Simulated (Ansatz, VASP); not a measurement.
# Cross-check of SiCl3 between VASP and Ansatz, part 2 of 2

Wanted: the spread between two codes on one cell, functional and k mesh. The cell is generated by rule, not measured, and may not be a known phase. The cell is taken from a series of runs on this material, whose earlier steps may have relaxed, scaled, displaced or heated it; both programs get it as it stands.

VASP 6.6.1 and Ansatz 0.2.0.

So far: Set-up; Ansatz: zone-centre phonons, PBE.

### Step 3. VASP: zone-centre phonons, PBE

Level of this step: PBE; plane waves and PAW (Si, Cl); invented cell (VASP).

The same cell, functional, mesh and smearing now go to VASP, with its own data sets.

Lines of VASP's logs that name or quote its potential files are left out, and so is its time.

Contents of INCAR:

```
SYSTEM = SiCl3
PREC = Accurate
ENCUT = 500
EDIFF = 1E-08
NELM = 120
ISMEAR = 1
SIGMA = 0.2
LREAL = .FALSE.
ALGO = Normal
GGA = PE
NBANDS = 18
LORBIT = 11
LWAVE = .FALSE.
LCHARG = .FALSE.
ISIF = 2
IBRION = 8
LASPH = .TRUE.
GGA_COMPAT = .FALSE.
KPAR = 2
```

Contents of POSCAR:

```
SiCl3
1.0
    4.7349396865      0.0000000000      0.0000000000
    0.0000000000      4.7349396865      0.0000000000
    0.0000000000      0.0000000000      4.7349396865
Si Cl
1 3
Direct
    0.0000000000      0.0000000000      0.0000000000
    0.5000000000      0.0000000000      0.0000000000
    0.0000000000      0.0000000000      0.5000000000
    0.0000000000      0.5000000000      0.0000000000
```

Contents of KPOINTS:

```
Automatic mesh
0
Gamma
10 10 10
0 0 0
```

The projector-augmented-wave data sets are Si and Cl (PBE family, release 64).

Started as:

```
mpirun -np 2 vasp_std
```

Numbers of over 12 decimals in the logs are rounded to 6 here.

Output:

```text
[banner, memory and clock lines left out]
running    2 mpi-ranks, on    1 nodes
 distrk:  each k-point on    1 cores,    2 groups
 distr:  one band on    1 cores,    1 groups

 POSCAR found type information on POSCAR SiCl
 POSCAR found :  2 types and       4 ions
 LDA part: xc-table for (Slater+PW92), standard interpolation
 POSCAR, INCAR and KPOINTS ok, starting setup
 FFT: planning ... GRIDC
 FFT: planning ... GRID_SOFT
 FFT: planning ... GRID
 WAVECAR not read
 entering main loop
       N       E                     dE             d eps       ncg     rms          rms(c)
DAV:   1     0.155123257931E+03    0.15512E+03   -0.10401E+04  2016   0.109E+03
DAV:   2    -0.133414087902E+01   -0.15646E+03   -0.15336E+03  2732   0.212E+02
DAV:   3    -0.136896884592E+02   -0.12356E+02   -0.12269E+02  2384   0.692E+01
DAV:   4    -0.138822752856E+02   -0.19259E+00   -0.19244E+00  2938   0.988E+00
DAV:   5    -0.138859840102E+02   -0.37087E-02   -0.37083E-02  2764   0.132E+00    0.999E+00
DAV:   6    -0.133939315448E+02    0.49205E+00   -0.83385E-01  2394   0.482E+00    0.624E+00
DAV:   7    -0.133546446998E+02    0.39287E-01   -0.31766E-01  2656   0.301E+00    0.193E+00
DAV:   8    -0.133531632908E+02    0.14814E-02   -0.41978E-02  2548   0.122E+00    0.238E-01
DAV:   9    -0.133531317686E+02    0.31522E-04   -0.19501E-03  2798   0.292E-01    0.990E-02
DAV:  10    -0.133531732954E+02   -0.41527E-04   -0.12846E-04  2548   0.791E-02    0.384E-02
DAV:  11    -0.133531832486E+02   -0.99532E-05   -0.33635E-05  2560   0.351E-02    0.944E-03
DAV:  12    -0.133531823593E+02    0.88936E-06   -0.68264E-06  2580   0.154E-02    0.266E-03
DAV:  13    -0.133531824538E+02   -0.94501E-07   -0.50424E-07  2670   0.477E-03    0.122E-03
DAV:  14    -0.133531824889E+02   -0.35140E-07   -0.12975E-08  2718   0.760E-04    0.634E-04
DAV:  15    -0.133531825096E+02   -0.20716E-07   -0.43055E-09  1612   0.449E-04    0.205E-04
DAV:  16    -0.133531825039E+02    0.57607E-08   -0.75452E-10  1338   0.166E-04
   1 F= -.13353183E+02 E0= -.13354294E+02  d E =0.333465E-02
 Linear response reoptimize wavefunctions to high precision
DAV:   1    -0.133531824995E+02    0.43572E-08   -0.20037E-10  1462   0.950E-05
DAV:   2    -0.133531824996E+02   -0.47294E-10   -0.41814E-11  1308   0.442E-05
 Linear response DOF=           3
 Linear response progress:
  Degree of freedom:   1/  3
       N       E                     dE             d eps       ncg     rms          rms(c)
RMM:   1    -0.202196871065E-01   -0.20220E-01    0.28332E-02 10351   0.853E-01
RMM:   2    -0.199994623833E-01    0.22022E-03   -0.83419E-04  7707   0.185E-01    0.233E-01
RMM:   3    -0.198567558581E-01    0.14271E-03   -0.12278E-04  7783   0.545E-02    0.136E-01
RMM:   4    -0.197700051171E-01    0.86751E-04   -0.85384E-05  7700   0.494E-02    0.191E-02
RMM:   5    -0.197335562632E-01    0.36449E-04   -0.12710E-05  7852   0.169E-02    0.197E-03
RMM:   6    -0.197380924047E-01   -0.45361E-05   -0.29184E-07  7940   0.364E-03    0.115E-03
RMM:   7    -0.197381067651E-01   -0.14360E-07   -0.46879E-08  7887   0.156E-03    0.347E-04
RMM:   8    -0.197367486119E-01    0.13582E-05   -0.17045E-08  7871   0.684E-04    0.196E-04
RMM:   9    -0.197369887655E-01   -0.24015E-06    0.16851E-09  8042   0.369E-04    0.497E-05
RMM:  10    -0.197369807825E-01    0.79830E-08    0.55805E-09  8322   0.149E-04    0.271E-05
 first order change of Fermi-energy  -0.14730E-03
 force on displaced ion       1 direction 1 :   5.211   0.000   0.000
 Linear response progress:
  Degree of freedom:   2/  3
       N       E                     dE             d eps       ncg     rms          rms(c)
RMM:   1    -0.202831805407E+00   -0.20283E+00    0.59896E-02  9335   0.267E+00
RMM:   2    -0.201253430842E+00    0.15784E-02   -0.43447E-03  7218   0.406E-01    0.267E-01
RMM:   3    -0.202129211124E+00   -0.87578E-03   -0.88500E-04  6961   0.130E-01    0.136E-01
RMM:   4    -0.202811029948E+00   -0.68182E-03   -0.28750E-04  7431   0.688E-02    0.363E-02
RMM:   5    -0.202716127313E+00    0.94903E-04   -0.28249E-05  7575   0.260E-02    0.472E-03
RMM:   6    -0.202776987515E+00   -0.60860E-04   -0.21927E-06  7339   0.687E-03    0.261E-03
RMM:   7    -0.202792137844E+00   -0.15150E-04   -0.34011E-07  8073   0.324E-03    0.788E-04
RMM:   8    -0.202790655557E+00    0.14823E-05    0.12293E-08  8074   0.765E-04    0.509E-04
RMM:   9    -0.202786818435E+00    0.38371E-05   -0.17535E-08  8063   0.103E-03    0.719E-04
RMM:  10    -0.202786932400E+00   -0.11396E-06    0.14704E-08  8292   0.361E-04    0.236E-04
RMM:  11    -0.202787048073E+00   -0.11567E-06    0.12611E-07  8515   0.212E-04    0.112E-04
RMM:  12    -0.202787282616E+00   -0.23454E-06    0.69058E-08  8587   0.233E-04    0.485E-05
RMM:  13    -0.202787231117E+00    0.51499E-07    0.14507E-07  8914   0.206E-04    0.233E-05
RMM:  14    -0.202787222783E+00    0.83340E-08    0.58276E-08  9306   0.198E-04    0.723E-06
 first order change of Fermi-energy   0.39431E-03
 force on displaced ion       2 direction 1 :  -0.807  -0.000  -0.000
 Linear response progress:
  Degree of freedom:   3/  3
       N       E                     dE             d eps       ncg     rms          rms(c)
RMM:   1    -0.202163669111E+00   -0.20216E+00   -0.11960E-02 15643   0.249E+00
RMM:   2    -0.200945313810E+00    0.12184E-02   -0.29402E-03 12725   0.327E-01    0.744E-02
RMM:   3    -0.201168529321E+00   -0.22322E-03   -0.72022E-05 13458   0.550E-02    0.454E-02
RMM:   4    -0.201558086371E+00   -0.38956E-03   -0.15373E-05 13346   0.209E-02    0.390E-03
RMM:   5    -0.201551196304E+00    0.68901E-05   -0.38249E-07 13890   0.329E-03    0.265E-03
RMM:   6    -0.201532884157E+00    0.18312E-04   -0.22395E-07 13413   0.210E-03    0.448E-04
RMM:   7    -0.201538101766E+00   -0.52176E-05   -0.62997E-08 13094   0.772E-04    0.200E-04
RMM:   8    -0.201538704841E+00   -0.60308E-06   -0.49836E-08 13864   0.452E-04    0.472E-05
RMM:   9    -0.201538780017E+00   -0.75176E-07   -0.24078E-08 14293   0.263E-04    0.297E-05
RMM:  10    -0.201539145422E+00   -0.36540E-06    0.12262E-08 14040   0.249E-04    0.830E-06
RMM:  11    -0.201539054714E+00    0.90708E-07    0.13843E-07 15077   0.228E-04    0.374E-06
RMM:  12    -0.201539057742E+00   -0.30278E-08   -0.21298E-07 15096   0.222E-04    0.190E-06
RMM:  13    -0.201539047117E+00    0.10624E-07   -0.11012E-07 15101   0.221E-04    0.817E-07
RMM:  14    -0.201539048204E+00   -0.10863E-08   -0.14779E-07 14190   0.220E-04    0.132E-07
RMM:  15    -0.201539048814E+00   -0.61004E-09   -0.10177E-07 14269   0.220E-04    0.642E-08
 first order change of Fermi-energy   0.19541E-03
 force on displaced ion       2 direction 2 :   0.000  -1.213   0.000
 Linear response finished
```

OUTCAR, selected parts (step 3):

```text
ion  position               nearest neighbor table
   1  0.000  0.000  0.000-   2 2.37   3 2.37   4 2.37   3 2.37   4 2.37   2 2.37
   2  0.500  0.000  0.000-   1 2.37   1 2.37
   3  0.000  0.000  0.500-   1 2.37   1 2.37
   4  0.000  0.500  0.000-   1 2.37   1 2.37

  LATTYP: Found a simple cubic cell.
 ALAT       =     4.7349396865

 Subroutine GETGRP returns: Found 48 space group operations
 (whereof 48 operations were pure point group operations)

The static configuration has the point symmetry O_h .

 Found     56 irreducible k-points:

   k-points           NKPTS =     56   k-points in BZ     NKDIM =     56   number of bands    NBANDS=     18

   dimension x,y,z NGX =    36 NGY =   36 NGZ =   36
   dimension x,y,z NGXF=    72 NGYF=   72 NGZF=   72

   ENCUT  =  500.0 eV  36.75 Ry    6.06 a.u.   8.63  8.63  8.63*2*pi/ulx,y,z

   NELECT =      25.0000    total number of electrons

 k-points in reciprocal lattice and weights: Automatic mesh
   0.00000000  0.00000000  0.00000000       0.001
   0.10000000  0.00000000  0.00000000       0.006
   0.20000000  0.00000000  0.00000000       0.006
   0.30000000  0.00000000  0.00000000       0.006
   0.40000000  0.00000000  0.00000000       0.006
   0.50000000  0.00000000  0.00000000       0.003
   0.10000000  0.10000000  0.00000000       0.012
   0.20000000  0.10000000  0.00000000       0.024
   0.30000000  0.10000000  0.00000000       0.024
[...]
0.50000000  0.50000000  0.40000000       0.006
   0.50000000  0.50000000  0.50000000       0.001

 average (electrostatic) potential at core
       1 -89.7460       2 -94.1543       3 -94.1543       4 -94.1543

  Total       -0.0639701     -0.0639701     -0.0639701     -0.0000000      0.0000000     -0.0000000
  in kB       -0.9654824     -0.9654824     -0.9654824     -0.0000000      0.0000000     -0.0000000
  external PRESSURE =      -0.9654824 kB  Pullay stress =       0.0000000 kB

  energy-cutoff  :      500.00
  volume of cell :      106.16
      direct lattice vectors                 reciprocal lattice vectors
     4.734939686  0.000000000  0.000000000     0.211195932  0.000000000  0.000000000
     0.000000000  4.734939686  0.000000000     0.000000000  0.211195932  0.000000000
     0.000000000  0.000000000  4.734939686     0.000000000  0.000000000  0.211195932

 POSITION                                       TOTAL-FORCE (eV/Angst)
 -----------------------------------------------------------------------------------
      0.00000      0.00000      0.00000         0.000000      0.000000      0.000000
      2.36747      0.00000      0.00000         0.000000      0.000000      0.000000
      0.00000      0.00000      2.36747         0.000000      0.000000      0.000000
      0.00000      2.36747      0.00000         0.000000      0.000000      0.000000
 -----------------------------------------------------------------------------------
    total drift:                                0.000000      0.000000     -0.000000

 Eigenvectors and eigenvalues of the dynamical matrix
 ----------------------------------------------------

   1 f  =    5.626150 THz    35.350141 2PiTHz  187.668151 cm-1    23.267875 meV
             X         Y         Z           dx          dy          dz
      0.000000  0.000000  0.000000     0.022018    0.037167   -0.189443
      2.367470  0.000000  0.000000     0.083797   -0.087173    0.444330
      0.000000  0.000000  2.367470    -0.051642   -0.087173   -0.720988
      0.000000  2.367470  0.000000    -0.051642    0.141451    0.444330

   2 f  =    5.626150 THz    35.350141 2PiTHz  187.668151 cm-1    23.267875 meV
             X         Y         Z           dx          dy          dz
      0.000000  0.000000  0.000000     0.093803    0.164590    0.043193
      2.367470  0.000000  0.000000     0.357000   -0.386040   -0.101308
      0.000000  0.000000  2.367470    -0.220012   -0.386040    0.164387
      0.000000  2.367470  0.000000    -0.220012    0.626404   -0.101308

   3 f  =    5.626150 THz    35.350141 2PiTHz  187.668151 cm-1    23.267875 meV
             X         Y         Z           dx          dy          dz
      0.000000  0.000000  0.000000    -0.168733    0.096350   -0.000708
      2.367470  0.000000  0.000000    -0.642170   -0.225986    0.001661
      0.000000  0.000000  2.367470     0.395757   -0.225986   -0.002695
      0.000000  2.367470  0.000000     0.395757    0.366693    0.001661

   4 f  =    2.662901 THz    16.731498 2PiTHz   88.824803 cm-1    11.012867 meV
             X         Y         Z           dx          dy          dz
      0.000000  0.000000  0.000000    -0.000000    0.000000   -0.000000
      2.367470  0.000000  0.000000    -0.000000   -0.001182    0.707103
      0.000000  0.000000  2.367470    -0.002036    0.001182   -0.000000
      0.000000  2.367470  0.000000     0.002036    0.000000   -0.707103

   5 f  =    2.662901 THz    16.731498 2PiTHz   88.824803 cm-1    11.012867 meV
             X         Y         Z           dx          dy          dz
      0.000000  0.000000  0.000000    -0.000000    0.000000   -0.000000
      2.367470  0.000000  0.000000    -0.000000    0.705637    0.001311
      0.000000  0.000000  2.367470     0.045553   -0.705637   -0.000000
      0.000000  2.367470  0.000000    -0.045553    0.000000   -0.001311

   6 f  =    2.662901 THz    16.731498 2PiTHz   88.824803 cm-1    11.012867 meV
             X         Y         Z           dx          dy          dz
      0.000000  0.000000  0.000000     0.000000    0.000000    0.000000
      2.367470  0.000000  0.000000     0.000000    0.045557   -0.001955
      0.000000  0.000000  2.367470    -0.705635   -0.045557    0.000000
      0.000000  2.367470  0.000000     0.705635    0.000000    0.001955

   7 f  =    0.002832 THz     0.017795 2PiTHz    0.094471 cm-1     0.011713 meV
             X         Y         Z           dx          dy          dz
      0.000000  0.000000  0.000000     0.366346    0.246474    0.119380
      2.367470  0.000000  0.000000     0.410828    0.276792    0.134064
      0.000000  0.000000  2.367470     0.411410    0.276792    0.133875
      0.000000  2.367470  0.000000     0.411410    0.276401    0.134064

   8 f  =    0.002832 THz     0.017795 2PiTHz    0.094471 cm-1     0.011713 meV
             X         Y         Z           dx          dy          dz
      0.000000  0.000000  0.000000    -0.099194   -0.066424    0.441541
      2.367470  0.000000  0.000000    -0.111238   -0.074595    0.495855
      0.000000  0.000000  2.367470    -0.111396   -0.074595    0.495153
      0.000000  2.367470  0.000000    -0.111396   -0.074489    0.495855

   9 f  =    0.002832 THz     0.017795 2PiTHz    0.094471 cm-1     0.011713 meV
             X         Y         Z           dx          dy          dz
      0.000000  0.000000  0.000000    -0.255268    0.379538   -0.000251
      2.367470  0.000000  0.000000    -0.286262    0.426224   -0.000281
      0.000000  0.000000  2.367470    -0.286667    0.426224   -0.000281
      0.000000  2.367470  0.000000    -0.286667    0.425621   -0.000281

  10 f/i=    7.861768 THz    49.396946 2PiTHz  262.240355 cm-1    32.513646 meV
             X         Y         Z           dx          dy          dz
      0.000000  0.000000  0.000000    -0.000000    0.000000   -0.867776
      2.367470  0.000000  0.000000     0.000000   -0.000000    0.168699
      0.000000  0.000000  2.367470     0.000000   -0.000000    0.435943
      0.000000  2.367470  0.000000     0.000000   -0.000000    0.168699

  11 f/i=    7.861768 THz    49.396946 2PiTHz  262.240355 cm-1    32.513646 meV
             X         Y         Z           dx          dy          dz
      0.000000  0.000000  0.000000    -0.222361    0.838803    0.000000
      2.367470  0.000000  0.000000     0.111707   -0.163066   -0.000000
      0.000000  0.000000  2.367470     0.043228   -0.163066   -0.000000
      0.000000  2.367470  0.000000     0.043228   -0.421388   -0.000000

  12 f/i=    7.861768 THz    49.396946 2PiTHz  262.240355 cm-1    32.513646 meV
             X         Y         Z           dx          dy          dz
      0.000000  0.000000  0.000000    -0.838803   -0.222361   -0.000000
      2.367470  0.000000  0.000000     0.421388    0.043228    0.000000
      0.000000  0.000000  2.367470     0.163066    0.043228    0.000000
      0.000000  2.367470  0.000000     0.163066    0.111707   -0.000000

 ELASTIC MODULI CONTR FROM IONIC RELAXATION (kBar)
 Direction    XX          YY          ZZ          XY          YZ          ZX
 --------------------------------------------------------------------------------
 XX           0.0000      0.0000      0.0000      0.0000      0.0000      0.0000
 YY           0.0000      0.0000      0.0000      0.0000      0.0000      0.0000
 ZZ           0.0000      0.0000      0.0000      0.0000      0.0000      0.0000
 XY           0.0000      0.0000      0.0000      0.0000      0.0000      0.0000
 YZ           0.0000      0.0000      0.0000      0.0000      0.0000      0.0000
 ZX           0.0000      0.0000      0.0000      0.0000      0.0000      0.0000
 --------------------------------------------------------------------------------
```

This run has no spin polarisation. Its electron count is odd, so without a moment it is a metal by construction.

### Step 4. Side by side

Known differences besides the potentials themselves: VASP's run holds the zone centre alone; the cutoff is 789.13 eV in Ansatz and 500 eV in VASP. Total energies have different zeros and are not compared.

The two programs side by side:

```csv
quantity,Ansatz,VASP,difference
"optical mode 1 to 3 (imaginary, printed as negative) (cm⁻¹)",-258.2,-262.2,+4.0
optical mode 4 to 6 (cm⁻¹),89.3,88.8,+0.52 %
optical mode 7 to 9 (cm⁻¹),188.4,187.7,+0.40 %
```

Modes are paired by rising frequency, not by their patterns, so a pair may set unlike modes beside each other; they are those without the splitting of longitudinal modes.

### Step 5. Summary of results

| Item | Value |
| --- | --- |
| r.m.s. difference of the optical zone-centre modes, each program's sorted by frequency (zone-centre phonons, PBE) | 2.4 cm⁻¹ |
| difference in optical mode 4 to 6 (zone-centre phonons, PBE) | +0.5 % |

In words: The r.m.s. difference of the optical zone-centre modes, each program's sorted by frequency is 2.4 cm⁻¹ (zone-centre phonons, PBE). Among the rows given in per cent, the largest difference of the zone-centre phonons, PBE pair is in optical mode 4 to 6, +0.5 %. Such differences can come from data sets, numerical settings and the points named under the comparisons, not from the functional's error against experiment.

[Lines on the potential files, build, host, timing and source positions are cut from VASP's logs without a mark.]

[Logs are printed without paths, hosts, clocks, repeated set-up lines and the standing remarks that a program may print on its own settings, such as how far it seeks lower states.]

[Hosts, paths, dates, database ids (printed as entryN), source tags and the programs' standing remarks are cut or masked in the printed files.]
